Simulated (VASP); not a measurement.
# Ta2SiN2 (P-3m1) in VASP: density of states with PBE

Aim: the density of states of Ta2SiN2 with PBE.

Everything below comes from runs of VASP 6.6.1. Logs are shortened: lines on timing, memory, paths and dates and some standing lists are left out, and cuts for length are marked.

## Step 1: The structure

It takes space group P-3m1 (No. 164, trigonal). Conventional cell: a = 3.465 Å, b = 3.465 Å, c = 6.510 Å, α = 90.00°, β = 90.00°, γ = 120.00°. Around Ta (site symmetry 3m) lie 4 N at 2.07 to 2.19 Å. Si (site symmetry -3m) has 6 Ta at 2.76 Å and 6 N at 3.15 Å as nearest neighbours. N (site symmetry 3m) is surrounded by 4 Ta at 2.07 to 2.19 Å.

The cell was built by a generator and needn't be a form met in nature.

## Step 2: Density of states, PBE

File POSCAR:

```
Ta2SiN2                                 
1.0
    3.4651590603      0.0000000000      0.0000000000
   -1.7325795302      3.0009157735      0.0000000000
    0.0000000000      0.0000000000      6.5099375020
  Ta              Si              N             
     2     1     2
Direct
     0.3333333300000021    0.6666666699999979    0.2911003588201348
     0.6666666699999979    0.3333333300000021    0.7088996411798653
     1.0000000000000000    0.0000000000000000    0.0000000000000000
     0.3333333300000021    0.6666666699999979    0.6269776312431650
     0.6666666699999979    0.3333333300000021    0.3730223687568350
```

File INCAR.step1:

```
PREC     = Accurate       # precision mode
ENCUT    = 520            # plane-wave cutoff, eV
EDIFF    = 1E-7           # SCF threshold, eV
ISMEAR   = 0              # smearing method
SIGMA    = 0.1            # smearing width, eV
LREAL    = F              # projectors in reciprocal space
LASPH    = T              # aspherical terms in the spheres
NELM     = 60             # most SCF steps
ALGO     = Fast           # electronic algorithm
ISIF     = 2              # what is computed and relaxed
LWAVE    = F              # write WAVECAR
LCHARG   = T              # write CHGCAR
LMAXMIX  = 4              # l up to which the mixer works
GGA      = PE             # functional
NBANDS   = 26             # bands
KPAR     = 4
```

File KPOINTS.step1:

```
Automatic mesh
0
Gamma
  10 10 6
```

File INCAR.step2:

```
PREC     = Accurate       # precision mode
ENCUT    = 520            # plane-wave cutoff, eV
EDIFF    = 1E-7           # SCF threshold, eV
ISMEAR   = -5             # smearing method
SIGMA    = 0.1            # smearing width, eV
LREAL    = F              # projectors in reciprocal space
LASPH    = T              # aspherical terms in the spheres
NELM     = 60             # most SCF steps
ALGO     = Fast           # electronic algorithm
ISIF     = 2              # what is computed and relaxed
LWAVE    = F              # write WAVECAR
LCHARG   = F              # write CHGCAR
LMAXMIX  = 4              # l up to which the mixer works
GGA      = PE             # functional
LORBIT   = 11             # projections on sites
NBANDS   = 26             # bands
KPAR     = 4            
NEDOS    = 2001           # points of the DOS
ICHARG   = 11             # starting density
```

File KPOINTS.step2:

```
Automatic mesh
0
Gamma
  15 15 9
```

Potentials or basis: VASP PAW PBE potentials, release 64 (Ta_pv, Si, N).

Run with:

```console
cat potpaw_PBE.64/Ta_pv/POTCAR potpaw_PBE.64/Si/POTCAR potpaw_PBE.64/N/POTCAR > POTCAR
cp INCAR.step1 INCAR
cp KPOINTS.step1 KPOINTS
mpirun -np 4 vasp_std > vasp.out
cp INCAR.step2 INCAR
cp KPOINTS.step2 KPOINTS
mpirun -np 4 vasp_std > vasp.out
```

OUTCAR:

```text
PREC = Accurate
   ENCUT = 520
   EDIFF = 1E-7
   ISMEAR = -5
   LREAL = F
   LASPH = T
   NELM = 60
   ISIF = 2
   GGA = PE
   LORBIT = 11
   ICHARG = 11

 ion  position               nearest neighbor table
   1  0.333  0.667  0.291-   5 2.07   5 2.07   5 2.07   4 2.19   3 2.76   3 2.76   3 2.76   2 3.38
                             2 3.38   2 3.38
   2  0.667  0.333  0.709-   4 2.07   4 2.07   4 2.07   5 2.19   3 2.76   3 2.76   3 2.76   1 3.38
                             1 3.38   1 3.38
   3  0.000  0.000  0.000-   1 2.76   2 2.76   1 2.76   2 2.76   2 2.76   1 2.76
   4  0.333  0.667  0.627-   2 2.07   2 2.07   2 2.07   1 2.19
   5  0.667  0.333  0.373-   1 2.07   1 2.07   1 2.07   2 2.19

  LATTYP: Found a hexagonal cell.
 ALAT       =     3.4651590603
 C/A-ratio  =     1.8786836012

  Lattice vectors:

 A1 = (   3.4651590603,   0.0000000000,   0.0000000000)
 A2 = (  -1.7325795302,   3.0009157735,   0.0000000000)
 A3 = (   0.0000000000,   0.0000000000,   6.5099375020)

Analysis of symmetry for initial positions (statically):
=====================================================================
 Subroutine PRICEL returns:
 Original cell was already a primitive cell.

 Routine SETGRP: Setting up the symmetry group for a
 hexagonal supercell.

 Subroutine GETGRP returns: Found 12 space group operations
 (whereof 12 operations were pure point group operations)
 out of a pool of 24 trial point group operations.

The static configuration has the point symmetry D_3d.

Analysis of symmetry for dynamics (positions and initial velocities):
=====================================================================
 Subroutine PRICEL returns:
 Original cell was already a primitive cell.

 Routine SETGRP: Setting up the symmetry group for a
 hexagonal supercell.

 Subroutine GETGRP returns: Found 12 space group operations
 (whereof 12 operations were pure point group operations)
 out of a pool of 24 trial point group operations.

The dynamic configuration has the point symmetry D_3d.

 Subroutine INISYM returns: Found 12 space group operations
 (whereof 12 operations are pure point group operations),
 and found     1 'primitive' translations

----------------------------------------------------------------------------------------

                                     Primitive cell

  volume of cell :      67.6946

  direct lattice vectors                    reciprocal lattice vectors
     3.465159060  0.000000000  0.000000000     0.288587041  0.166615806  0.000000000
    -1.732579530  3.000915774  0.000000000     0.000000000  0.333231612  0.000000000
     0.000000000  0.000000000  6.509937502     0.000000000  0.000000000  0.153611306

  length of vectors
     3.465159060  3.465159060  6.509937502     0.333231612  0.333231612  0.153611306

  position of ions in fractional coordinates (direct lattice)
     0.333333330  0.666666670  0.291100359
     0.666666670  0.333333330  0.708899641
     0.000000000  0.000000000  0.000000000
     0.333333330  0.666666670  0.626977631
     0.666666670  0.333333330  0.373022369

  ion indices of the primitive-cell ions
   primitive index   ion index
                 1           1
                 2           2
                 3           3
                 4           4
                 5           5

----------------------------------------------------------------------------------------

 KPOINTS: Automatic mesh

Automatic generation of k-mesh.
 Grid dimensions read from file:
 generate k-points for:   15   15    9

 Generating k-lattice:

  Cartesian coordinates                     Fractional coordinates (reciprocal lattice)
     0.019239136  0.011107720  0.000000000     0.066666667  0.000000000  0.000000000
     0.000000000  0.022215441  0.000000000     0.000000000  0.066666667  0.000000000
     0.000000000  0.000000000  0.017067923     0.000000000  0.000000000  0.111111111

  Length of vectors
     0.022215441  0.022215441  0.017067923

  Shift w.r.t. Gamma in fractional coordinates (k-lattice)
     0.000000000  0.000000000  0.000000000

 TETIRR: Found   2940 inequivalent tetrahedra from    12150

 Subroutine IBZKPT returns following result:
 ===========================================

 Found    211 irreducible k-points:

 Following reciprocal coordinates:
            Coordinates               Weight
  0.000000  0.000000  0.000000      1.000000
  0.066667 -0.000000  0.000000      6.000000
  0.133333 -0.000000  0.000000      6.000000
  0.200000 -0.000000  0.000000      6.000000
  0.266667 -0.000000  0.000000      6.000000
  0.333333 -0.000000  0.000000      6.000000
[... 16 lines left out ...]
  0.333333  0.200000  0.000000     12.000000
  0.400000  0.200000  0.000000      6.000000
 [... further k-points ...]
   k-points           NKPTS =    211   k-points in BZ     NKDIM =    211   number of bands    NBANDS=     26
   number of dos      NEDOS =   2001   number of ions     NIONS =      5
   total plane-waves  NPLWV =  37632
   dimension x,y,z NGX =    28 NGY =   28 NGZ =   48
   dimension x,y,z NGXF=    56 NGYF=   56 NGZF=   96
   ions per type =               2   1   2
   NGX,Y,Z   is equivalent  to a cutoff of  13.43, 13.43, 12.26 a.u.
   NGXF,Y,Z  is equivalent  to a cutoff of  26.87, 26.87, 24.52 a.u.
 SYSTEM =  unknown system
   PREC   = accura    normal or accurate (medium, high low for compatibility)
   ISTART =      0    job   : 0-new  1-cont  2-samecut
   ICHARG =     11    charge: 1-file 2-atom 10-const
   ISPIN  =      1    spin polarized calculation?
   LNONCOLLINEAR =      F non collinear calculations
   LSORBIT =      F    spin-orbit coupling
   LASPH  =      T    aspherical Exc in radial PAW
   ENCUT  =  520.0 eV  38.22 Ry    6.18 a.u.   6.44  6.44 12.10*2*pi/ulx,y,z
   NELM   =     60;   NELMIN=  2; NELMDL=  0     # of ELM steps
   EDIFF  = 0.1E-06   stopping-criterion for ELM
   LREAL  =      F    real-space projection
   EDIFFG = 0.1E-05   stopping-criterion for IOM
   NSW    =      0    number of steps for IOM
   IBRION =     -1    ionic relax: 0-MD 1-quasi-New 2-CG
   NFREE  =      0    steps in history (QN), initial steepest desc. (CG)
   ISIF   =      2    stress and relaxation
   ISYM   =      2    0-nonsym 1-usesym 2-fastsym
   POTIM  = 0.5000    time-step for ionic-motion
   TEBEG  =    0.0;   TEEND  =   0.0 temperature during run
   PSTRESS=    0.0 pullay stress
   NELECT =      36.0000    total number of electrons
   NUPDOWN=      -1.0000    fix difference up-down
   EMIN   =  10.00;   EMAX   =-10.00  energy-range for DOS
   EFERMI =   0.00;   METHOD = LEGACY
   ISMEAR =    -5;   SIGMA  =   0.10  broadening in eV -4-tet -1-fermi 0-gaus
   EFERMI_NEDOS =   21; number of points for ismear=-14 and -15
   IALGO  =     68    algorithm
   IMIX   =      4    mixing-type and parameters
     AMIX     =   0.40;   BMIX     =  1.00
     AMIX_MAG =   1.60;   BMIX_MAG =  1.00
  volume/ion in A,a.u.               =      13.54        91.37
  Fermi-wavevector in a.u.,A,eV,Ry     =   1.326349  2.506436 23.935383  1.759201
  Thomas-Fermi vector in A             =   2.455742
   LORBIT       =     11    0 simple, 1 ext, 2 COOP (PROOUT), +10 PAW based schemes
   GGA     = PE    functional components
   LHFCALC =     F    Hartree Fock is set to
   AEXX    =    0.0000 exact exchange contribution
   IVDW    =     0    specifies the selected vdW correction
   LEPSILON=     F    determine dielectric tensor
   LRPA    =     F    only Hartree local field effects (RPA)
 non-spin polarized calculation
 RMM-DIIS sequential band-by-band and
 Fermi weights with tetrahedron method with Bloechl corrections
  energy-cutoff  :      520.00
  volume of cell :       67.69
 maximum number of plane-waves:      1848
 NGX is ok and might be reduce to    28

 number of electron      36.0000002 magnetization

 Free energy of the ion-electron system (eV)
  ---------------------------------------------------
  ext. energy  EPLUGINS =         0.00000000
  ---------------------------------------------------
  free energy    TOTEN  =       -48.44959896 eV

  energy without entropy =      -48.44959896  energy(sigma->0) =      -48.44959896

 E-fermi :   7.0429     XC(G=0): -11.8255

 val. band max:        7.1300850213   @ k =   0.0000   0.0000   0.1111
 cond. band min:       7.0533718491   @ k =  -0.2000  -0.4667   0.3333
 fundamental gap:     -0.0767131722
 Fermi energy:         7.0428500579

 k-point     1 :       0.0000    0.0000    0.0000
  band No.  band energies     occupation
      1     -28.7463      2.00000
      2     -28.6157      2.00000
      3     -28.6157      2.00000
      4     -28.5812      2.00000
      5     -28.5812      2.00000
      6     -28.5171      2.00000
[... 18 lines left out ...]
     25      12.0079      0.00000
     26      12.0100      0.00000

 k-point     2 :       0.0667   -0.0000    0.0000
  band No.  band energies     occupation
      1     -28.7449      2.00000
      2     -28.6275      2.00000
      3     -28.6186      2.00000
      4     -28.5904      2.00000
      5     -28.5832      2.00000
      6     -28.5171      2.00000
[... 18 lines left out ...]
     25      11.9940      0.00000
     26      12.0536      0.00000

 k-point     3 :       0.1333   -0.0000    0.0000
  band No.  band energies     occupation
      1     -28.7426      2.00000
      2     -28.6599      2.00000
      3     -28.6268      2.00000
      4     -28.6143      2.00000
      5     -28.5891      2.00000
      6     -28.5179      2.00000
[... 572 lines left out ...]
 k-point    23 :       0.3333    0.2000    0.0000
  band No.  band energies     occupation
      1     -28.8430      2.00000
      2     -28.8308      2.00000
      3     -28.7283      2.00000
      4     -28.6782      2.00000
      5     -28.6016      2.00000
      6     -28.5527      2.00000
[... 18 lines left out ...]
     25      11.2488      0.00000
     26      11.9440      0.00000

 k-point    24 :       0.4000    0.2000    0.0000
  band No.  band energies     occupation
      1     -28.8487      2.00000
      2     -28.8351      2.00000
      3     -28.7339      2.00000
      4     -28.6832      2.00000
      5     -28.5949      2.00000
      6     -28.5579      2.00000
[... 18 lines left out ...]
     25      11.0250      0.00000
     26      12.1108      0.00000

 [... further k-points ...]

------------------------ aborting loop because EDIFF is reached ----------------------------------------

  FORCE on cell =-STRESS in cart. coord.  units (eV):
  Direction    XX          YY          ZZ          XY          YZ          ZX
  --------------------------------------------------------------------------------------
  -------------------------------------------------------------------------------------
  Total       -0.0114317     -0.0114317     -0.1086469      0.0000000      0.0000000      0.0000000
  in kB       -0.2705619     -0.2705619     -2.5714271      0.0000000      0.0000000      0.0000000
  external PRESSURE =      -1.0375170 kB  Pullay stress =       0.0000000 kB

 VOLUME and BASIS-vectors are now :
 -----------------------------------------------------------------------------
  energy-cutoff  :      520.00
  volume of cell :       67.69
      direct lattice vectors                 reciprocal lattice vectors
     3.465159060  0.000000000  0.000000000     0.288587041  0.166615806  0.000000000
    -1.732579530  3.000915774  0.000000000     0.000000000  0.333231612  0.000000000
     0.000000000  0.000000000  6.509937502     0.000000000  0.000000000  0.153611306

 POSITION                                       TOTAL-FORCE (eV/Angst)
 -----------------------------------------------------------------------------------
     -0.00000      2.00061      1.89505         0.000000     -0.000000     -0.026341
      1.73258      1.00031      4.61489        -0.000000      0.000000      0.026341
      0.00000      0.00000      0.00000        -0.000000      0.000000     -0.000000
     -0.00000      2.00061      4.08159        -0.000000     -0.000000     -0.020716
      1.73258      1.00031      2.42835        -0.000000      0.000000      0.020716
 -----------------------------------------------------------------------------------
    total drift:                                0.000000     -0.000000     -0.000000

  FREE ENERGIE OF THE ION-ELECTRON SYSTEM (eV)
  ---------------------------------------------------
  free  energy   TOTEN  =       -48.4495989591 eV

  energy  without entropy=      -48.4495989591  energy(sigma->0) =      -48.44959896

 total charge

# of ion       s       p       d       tot
------------------------------------------
    1        0.321   6.224   2.279   8.823
    2        0.321   6.224   2.279   8.823
    3        0.771   0.937   0.000   1.708
    4        1.254   2.535   0.000   3.789
    5        1.254   2.535   0.000   3.789
--------------------------------------------------
tot          3.921  18.455   4.558  26.934
```

Run time: 88 s. Hardware: 4 MPI ranks of Intel Xeon Platinum 8488C (Sapphire Rapids), shared host; peak memory 0.43 GiB.

Results:

```yaml
Valence_electrons_inside_the_program's_atomic_spheres: Ta 8.82; Si 1.71; N 3.79
```

States per cell in windows of 0.5 eV (zero at the Fermi level; states under -8 eV left out):
```tsv
from (eV)	total	Ta1_d	Ta2_d	N4_p	N5_p	Si3_p	Si3_s
-8.0	0.59	0.03	0.03	0.04	0.04	0.00	0.11
-7.5	1.31	0.10	0.10	0.16	0.16	0.01	0.11
-7.0	1.26	0.14	0.14	0.21	0.21	0.01	0.01
-6.5	1.86	0.20	0.20	0.32	0.32	0.02	0.02
-6.0	2.28	0.27	0.27	0.41	0.41	0.02	0.03
-5.5	1.23	0.14	0.14	0.20	0.20	0.02	0.03
-5.0	1.39	0.15	0.15	0.23	0.23	0.03	0.03
-4.5	0.95	0.10	0.10	0.16	0.16	0.03	0.02
-4.0	1.03	0.10	0.10	0.21	0.21	0.02	0.02
-3.5	1.07	0.09	0.09	0.20	0.20	0.04	0.01
-3.0	0.77	0.09	0.09	0.07	0.07	0.09	0.01
-2.5	1.06	0.12	0.12	0.08	0.08	0.14	0.01
-2.0	1.23	0.12	0.12	0.09	0.09	0.17	0.01
-1.5	1.01	0.12	0.12	0.05	0.05	0.14	0.00
-1.0	0.97	0.17	0.17	0.04	0.04	0.12	0.00
-0.5	0.61	0.15	0.15	0.03	0.03	0.04	0.00
0.0	1.04	0.30	0.30	0.04	0.04	0.02	0.00
0.5	2.12	0.68	0.68	0.05	0.05	0.03	0.00
1.0	1.78	0.53	0.53	0.06	0.06	0.02	0.01
1.5	1.60	0.40	0.40	0.08	0.08	0.03	0.02
2.0	1.05	0.25	0.25	0.06	0.06	0.02	0.00
2.5	0.99	0.23	0.23	0.04	0.04	0.06	0.00
3.0	1.59	0.42	0.42	0.05	0.05	0.09	0.03
3.5	2.15	0.61	0.61	0.07	0.07	0.07	0.04
4.0	1.39	0.36	0.36	0.07	0.07	0.02	0.03
4.5	1.80	0.44	0.44	0.11	0.11	0.02	0.07
5.0	0.47	0.09	0.09	0.04	0.04	0.01	0.01
5.5	0.00	0.00	0.00	0.00	0.00	0.00	0.00
6.0	0.00	0.00	0.00	0.00	0.00	0.00	0.00
6.5	0.00	0.00	0.00	0.00	0.00	0.00	0.00
```

Caveat: tetrahedron occupations give inexact forces and stress in metals. Spin-orbit coupling is left out, which matters for the levels of Ta.
